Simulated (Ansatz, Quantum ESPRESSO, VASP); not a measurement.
# Sb (R-3m, 2 atoms in the cell) computed with different codes at matched settings

Self-consistent single point.

```yaml
crystal:
  lattice:
    - [3.89204, -2.11944, 0.00000]
    - [3.89204, 2.11944, 0.00000]
    - [2.73789, 0.00000, 3.48483]
  atoms:
    - { symbol: Sb, position: [0.23350, 0.23350, 0.23350] }
    - { symbol: Sb, position: [0.76650, 0.76650, 0.76650] }
```

Shared settings, as Ansatz (a program for electronic structure) writes them: kpoints.mp_grid.grid = 8 8 8; magnetization.spin_orbit = true; scf.occupations.method = fermi_dirac; scf.occupations.width = 0.1 eV. Potentials and cutoffs stand in the table.

```tsv
code	model	pressure (GPa)	largest force (eV/Å)	cutoff
VASP	PBE, spin-orbit coupling, VASP's PBE PAW potentials (set 64)	6.35	0.513	300 eV
Ansatz	PBE with spin-orbit coupling, default PAW files	6.16	0.452	default
Quantum ESPRESSO	PBE, spin-orbit coupling, PSlibrary fully relativistic PAW (PBE) pseudopotentials	6.05	0.487	30 Ry
```

The spread over the programs that give each value: pressure within 0.30 GPa; largest force within 0.061 eV/Å.

Ansatz's pressure is given at a fixed set of plane waves, as the other plane-wave codes print theirs; with its correction for the finite basis it is 6.19 GPa.

VASP's run is marked for a possible Pulay error in its stress at this cutoff; no cutoff test was made.

The starting cell has typed, rounded lattice constants, without a prior relaxation at this level. Its lattice was rescaled by a random factor within 2.5 % of one.

Left out of this page: Elk (with a known weakness of the program); FLEUR and SIESTA (not drawn, or without a comparable value).

Keys are those of Ansatz 0.2.
